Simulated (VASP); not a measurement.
Runs of VASP 6.6.1 on Bi. Symmetry: R-3m, No. 166, trigonal system. The conventional cell has a = 4.535 Å, b = 4.535 Å, c = 11.814 Å, α = 90.00°, β = 90.00°, γ = 120.00°. Bi (site symmetry 3m) has 6 Bi at 3.06 to 3.52 Å as nearest neighbours. 

```csv
level,potentials or basis,gap on the mesh (eV),pressure (GPa),relaxed volume (Å³/atom),largest force (eV/Å)
PBEsol,"VASP PAW PBE potentials, release 64 (Bi_d)",none,0.0,34.39,0.01
PBE,"VASP PAW PBE potentials, release 64 (Bi_d)",none,0.0,36.81,-
r2SCAN,"VASP PAW PBE potentials, release 64 (Bi_d)",none,0.0,36.67,-
LDA,"VASP PAW LDA potentials, release 64 (Bi_d)",none,0.0,(b),-
PBE+D3(BJ),"VASP PAW PBE potentials, release 64 (Bi_d)",none,0.0,(a),0.01
```

Alike in all rows: task relaxation of cell and atoms; no spin polarisation; cell relaxed; k mesh 12 × 12 × 12; cutoff (eV) 600; smearing methfessel-paxton 0.1 eV.

**Question.** Estimate the missing entries.

**Answer.** (a) 34.55; (b) 33.58.

Caveats: spin-orbit coupling is left out, which moves the levels of the heavy elements; the PAW data sets were made with another functional, which shifts forces and pressure a little (some runs); pairwise dispersion overbinds metals, which lowers pressure and volume (some runs).

A k mesh can miss the band edges, and the runs leave out spin-orbit coupling on Bi.

A gap of «none» marks a metal or a gap under the smearing width.

Not every run made on this cell is shown here.
